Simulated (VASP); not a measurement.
Set up this calculation in VASP 6.6.1, as the native input.

| Property | Result |
| --- | --- |
| Task | relaxation of the atoms |
| Functional | PBEsol |
| Potentials or basis | VASP PAW PBE potentials, release 64 (Sb, As) |
| Cutoff | 520 eV |
| k mesh | 7 × 7 × 7 |
| Occupations | gaussian, width 0.05 eV |
| Spin | no spin polarisation |
| Further INCAR settings | ALGO = Normal; EDIFF = 1e-06; IBRION = 2; EDIFFG = -0.01; NSW = 40 |

The structure of SbAs2 lies in POSCAR:

```
SbAs2
1.0
    2.2079819900      1.2747789900      4.4011855000
   -2.2079819900      1.2747789900      4.4011855000
    0.0000000000     -2.5495579900      4.4011855000
Sb As
1 2
Direct
    0.0000000000      0.0000000000      0.0000000000
    0.7160461300      0.7160461300      0.7160461300
    0.2839538700      0.2839538700      0.2839538700
```

The cell was built by a generator and needn't be a form met in nature.

One way to write it, as run:

INCAR

```
SYSTEM = SbAs2
PREC = Accurate ; ENCUT = 520
EDIFF = 1E-6 ; ISMEAR = 0
SIGMA = 0.05 ; LREAL = .FALSE.
LASPH = .TRUE. ; NELM = 100
ALGO = Normal ; ISIF = 2
LWAVE = .FALSE. ; LCHARG = .FALSE.
GGA = PS ; IBRION = 2
NSW = 40 ; EDIFFG = -0.01
```

KPOINTS

```
Automatic mesh
0
G
  7 7 7
  0 0 0
```

Potentials or basis: VASP PAW PBE potentials, release 64 (Sb, As).

Launch:

```console
$ cat potpaw_PBE.64/Sb/POTCAR potpaw_PBE.64/As/POTCAR > POTCAR
$ mpirun -np 1 vasp_std > vasp.out
```

Results of the run:

```json
{"Energy gained by relaxing": "485.6 meV/atom", "Ionic steps": "9", "Pressure after relaxing": "0.1 GPa", "Band gap on the k mesh": "none (metal or under the smearing width)"}
```

Caveat: the PAW data sets were made with another functional, which shifts forces and pressure a little.

Run time: 2.2 min on 1 thread of Intel(R) Xeon(R) 6975P-C (Granite Rapids) (shared host), peak memory 0.25 GiB.
